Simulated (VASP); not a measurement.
An input for Ansatz (written as the equivalent of a VASP run, and not itself run):

Ansatz 0.2 input:
```yaml
crystal:
  lattice:
    - [0.0000000, 1.6696762, 1.6696762]
    - [1.6696762, 0.0000000, 1.6696762]
    - [1.6696762, 1.6696762, 0.0000000]
  atoms:
    - { symbol: Ni, position: [0.0000000, 1.0000000, 0.0000000], spin: 0.6 }
kpoints:
  mp_grid: { grid: [19, 19, 19] }
hamiltonian:
  xc: pbe
  pseudopotentials: { kind: paw }
magnetization: { spin_polarized: true }
scf:
  occupations: { method: methfessel_paxton, width: 0.1 }
  max_iter: 100
relax:
  max_steps: 40
  f_tol: 0.02
  cell: { p_target: 45 }
output: { forces: true, stress: true, eigenvalues: true }
```

Write the VASP files for the same calculation (PBE).

One answer among several that fit: 
INCAR:
```
! general
SYSTEM =Ni
PREC   =Accurate
ENCUT  =500   ! plane-wave cut-off (eV)
LREAL  =.False.
LASPH  =.True.   ! aspherical one-centre terms

! electronic loop
EDIFF  =1E-6
NELM   =100   ! most electronic steps
ALGO   =Normal   ! blocked Davidson
LMAXMIX=4   ! l cut-off of mixed one-centre charges

! smearing
ISMEAR =1   ! Methfessel-Paxton
SIGMA  =0.1

! functional
GGA    =PE

! spin
ISPIN  =2
MAGMOM =0.6

! ions
IBRION =2
NSW    =40
ISIF   =3   ! ions, shape and volume
EDIFFG =-0.02
PSTRESS=450

! output
LWAVE  =.False.
LCHARG =.False.
LORBIT =10
```

**POSCAR**
```
Ni
1
   -0.0000000000     1.6696762038     1.6696762038
    1.6696762038     0.0000000000     1.6696762038
    1.6696762038     1.6696762038     0.0000000000
Ni
1
Direct
  0.0000000000   1.0000000000   0.0000000000
```

### KPOINTS
```
kpoints
0
gamma
 19 19 19
```

POTCAR, in this order: Ni (PBE.64 set). Program: vasp_std.

Limits of the translation: each code has its own PAW files, so the cut-off isn't converted (ENCUT is set for VASP's; basis.ecutwfc is left out, and Ansatz then takes the one that its files recommend); Ansatz stops its SCF on the density residual and VASP on the energy change (EDIFF).

The compound is Ni in the fcc structure. This run relaxes it under an external pressure of 45 GPa. Symmetry was kept, so distortions that lower it aren't found.
